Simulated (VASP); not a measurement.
VASP ran on this input.

### POSCAR
```
CdO
1
    0.0000000000     2.3887529580     2.3887529580
    2.3887529580     0.0000000000     2.3887529580
    2.3887529580     2.3887529580     0.0000000000
Cd O
1 1
Direct
  0.0000000000   0.0000000000   0.0000000000
  0.5000000000   0.5000000000   0.5000000000
```

KPOINTS:
```
Regular mesh
0
G
12 12 12
0 0 0
```

INCAR:
```
SYSTEM = CdO
PREC = Accurate
ENCUT = 520
EDIFF = 1E-6
NELM = 100
ALGO = Normal
LREAL = .FALSE.
LASPH = .TRUE.
ISMEAR = 1
SIGMA = 0.1
GGA = 91
LMAXMIX = 4
LWAVE = .FALSE.
LCHARG = .FALSE.
IBRION = 2
ISIF = 3
NSW = 60
EDIFFG = -0.01
```

POTCAR, in this order: Cd O (PBE.64 set). Program: vasp_std.

Task: Translate this PW91 calculation to Quantum ESPRESSO's pw.x.

Result: One equivalent input (not run):
```
&CONTROL
  calculation = 'vc-relax'
  pseudo_dir = './pseudo'
  outdir = './out'
  tprnfor = .true.
  tstress = .true.
  nstep = 60
  forc_conv_thr = 0.00039
/
&SYSTEM
  ibrav = 0
  nat = 2
  ntyp = 2
  ecutwfc = 102
  occupations = 'smearing'
  smearing = 'methfessel-paxton'
  degauss = 0.00735
  input_dft = 'pw91'
/
&ELECTRONS
  conv_thr = 7.3e-08
  electron_maxstep = 100
/
&IONS
/
&CELL
/
ATOMIC_SPECIES
  Cd 112.414 Cd.upf
  O 15.999 O.upf
CELL_PARAMETERS angstrom
     0.0000000    2.3887530    2.3887530
     2.3887530    0.0000000    2.3887530
     2.3887530    2.3887530    0.0000000
ATOMIC_POSITIONS crystal
  Cd   0.0000000  0.0000000  0.0000000
  O    0.5000000  0.5000000  0.5000000
K_POINTS automatic
  12 12 12 0 0 0
```
Limits of the translation: the potentials are each code's own (VASP's PAW set, PseudoDojo norm-conserving files in pw.x), so ENCUT and ecutwfc are chosen apart and not converted; conv_thr bounds pw.x's estimated SCF error, while EDIFF bounds the energy change between steps; forc_conv_thr acts on force components and is met together with etot_conv_thr.

The compound is CdO in the rock salt structure. It was relaxed first, which changed the volume by +5 %. The start is the result of an earlier pass.
